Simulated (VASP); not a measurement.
All values below come from PBE GGA + U (Dudarev), VASP's PBE PAW potentials (set 64) (plane waves; VASP).

The input files of a VASP run:

INCAR:
```
ALGO = Normal
EDIFF = 1E-6
ENCUT = 400
GGA = PE
ISIF = 2
ISMEAR = 0
ISPIN = 2
LASPH = .TRUE.
LCHARG = .FALSE.
LDAU = .TRUE.
LDAUJ = 0 0
LDAUL = 2 -1
LDAUPRINT = 1
LDAUTYPE = 2
LDAUU = 2.0 0
LMAXMIX = 4
LORBIT = 10
LREAL = .FALSE.
LWAVE = .FALSE.
MAGMOM = 2.0 2.0 0.0 0.0
NELM = 100
PREC = Accurate
SIGMA = 0.05
SYSTEM = VAs
```

### POSCAR
```
VAs
1
    3.2336870000    -2.3631320000     0.0000000000
    3.2336870000     2.3631320000     0.0000000000
   -1.1737100000     0.0000000000     6.9838620000
V As
2 2
Direct
  0.0000000000   0.5000000000   0.0000000000
  0.5000000000   0.0000000000   0.5000000000
  0.5816000000   0.4184000000   0.2500000000
  0.4184000000   0.5816000000   0.7500000000
```

### KPOINTS
```
Automatic mesh
0
Gamma
5 5 3
0 0 0
```

POTCAR, in this order: V_sv As (PBE.64 set). Program: vasp_std.

**Question.** What will the output report for the number of irreducible k-points (NKPTS), number of bands (NBANDS), largest plane-wave count, number of space-group operations, FFT grid (NGX, NGY, NGZ)?

**Answer.** 
```json
{
 "number of irreducible k-points (NKPTS)": "24",
 "number of bands (NBANDS)": "24",
 "largest_plane_wave_count": "1959",
 "number_of_space_group_operations": "4",
 "FFT grid (NGX, NGY, NGZ)": "28 × 28 × 48"
}
```

The structure was generated: VAs was put into the tenorite type (C2/c), which need not be its known phase. The cell was not relaxed at this level. The k-mesh is coarse (spacing up to 0.33 per Å, 2π included), so the numbers may not be converged in it. The run is one of a series of settings (LDAU = .TRUE., LDAUJ = 0 0, LDAUL = 2 -1, LDAUTYPE = 2, LDAUU = 2.0 0 against the base run), some of them coarse on purpose.
